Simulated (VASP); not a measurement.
Crystal: CGeF2BrH3, in a box.

```
C Ge F Br H
1.0
    13.00000    0.00000    0.00000
     0.00000   13.00000    0.00000
     0.00000    0.00000   13.00000
C Ge F Br H
1 1 2 1 3
Direct
  0.45068 0.42610 0.57948
  0.50488 0.50204 0.46517
  0.62824 0.54323 0.48986
  0.51727 0.42467 0.35847
  0.41224 0.64229 0.41686
  0.37376 0.39874 0.56063
  0.44730 0.47595 0.64676
  0.50120 0.36094 0.59477
```

Base run:

* Program: VASP 6.6.1
* Functional: PBE0
* Potentials or basis: VASP PAW PBE potentials, release 64 (C, Ge_d, F, Br, H)
* Cutoff: 520 eV
* k mesh: 1 × 1 × 1
* Occupations: gaussian, width 0.01 eV
* Spin: no spin polarisation

Its results: gap between the frontier levels 7.76 eV; largest force 0.204 eV/Å.

Q: The run is repeated on the same cell with these changes: functional from PBE0 to HSE06; further incar settings from ALGO = Normal; EDIFF = 1e-06; NBANDS = 31 to ALGO = Normal; EDIFF = 1e-06. What comes out?

A: Gap between the frontier levels 7.03 eV; largest force 0.183 eV/Å.

Caveats: the PAW data sets were made with another functional, which shifts forces and pressure a little.

A k mesh can miss the band edges.

Not every run made on this cell is shown here.
